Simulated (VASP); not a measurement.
Crystal: PtSe2.

```
Pt Se
1.0
     3.72400    0.00000    0.00000
    -1.86200    3.22508    0.00000
     0.00000    0.00000    5.06200
Pt Se
1 2
Direct
  0.00000 0.00000 0.00000
  0.33333 0.66667 0.25000
  0.66667 0.33333 0.75000
```

```yaml
Program: VASP 6.6.1
Task: relaxation of cell and atoms
Functional: PBE
Dispersion: D3(BJ)
Potentials_or_basis: VASP PAW PBE potentials, release 64 (Pt, Se)
Cutoff: 520 eV
k_mesh: 9 × 9 × 6
Occupations: gaussian, width 1 eV
Spin: no spin polarisation
```

At the start: pressure 4.2 GPa; volume 20.27 Å³/atom.

Problem. Where does the relaxation end?

Solution. Over 23 steps the energy falls by 24.3 meV/atom and the volume is 19.85 Å³/atom (-2.1 %); space group P-3m1 (No. 164, to 0.05 Å).

The path:
| step | energy change (eV) | largest force (eV/Å) | pressure (GPa) | volume (Å³) |
| --- | --- | --- | --- | --- |
| 1 | 0.0000 | 0.7666 | 4.22 | 60.80 |
| 2 | 0.0347 | 0.3851 | -6.45 | 65.61 |
| 3 | -0.0373 | 0.2353 | -0.77 | 62.73 |
| 4 | -0.0373 | 0.2452 | -0.68 | 62.69 |
| 5 | -0.0460 | 0.2099 | -0.57 | 62.19 |
| 6 | -0.0647 | 0.0965 | -0.09 | 60.71 |
| 7 | -0.0561 | 0.1996 | 1.66 | 57.79 |
| 8 | -0.0698 | 0.0274 | 0.45 | 59.73 |
| 9 | -0.0700 | 0.0024 | 0.58 | 59.48 |
| 10 | -0.0665 | 0.2281 | -1.77 | 60.09 |
| 11 | -0.0714 | 0.0789 | -0.26 | 59.69 |
| 12 | -0.0728 | 0.0149 | 0.07 | 59.43 |
| 13 | -0.0728 | 0.0147 | 0.07 | 59.43 |
| 14 | -0.0728 | 0.0195 | -0.11 | 59.54 |
| 15 | -0.0728 | 0.0184 | -0.06 | 59.51 |
| 16 | -0.0728 | 0.0083 | -0.03 | 59.53 |
| 17 | -0.0728 | 0.0028 | -0.02 | 59.53 |
| 18 | -0.0728 | 0.0007 | -0.01 | 59.54 |
| 19 | -0.0728 | 0.0007 | 0.00 | 59.53 |
| 20 | -0.0728 | 0.0010 | 0.04 | 59.52 |
| 21 | -0.0728 | 0.0011 | 0.02 | 59.53 |
| 22 | -0.0728 | 0.0023 | 0.01 | 59.54 |
| 23 | -0.0728 | 0.0018 | 0.01 | 59.54 |

Final structure:
```
CELL_PARAMETERS angstrom
3.77266 0.00000 0.00000
-1.88633 3.26722 0.00000
0.00000 0.00000 4.83062
ATOMIC_POSITIONS crystal
Pt 0.00000 0.00000 0.00000
Se 0.33333 0.66667 0.26822
Se 0.66667 0.33333 0.73178
```

Caveat: pairwise dispersion overbinds metals, which lowers pressure and volume.
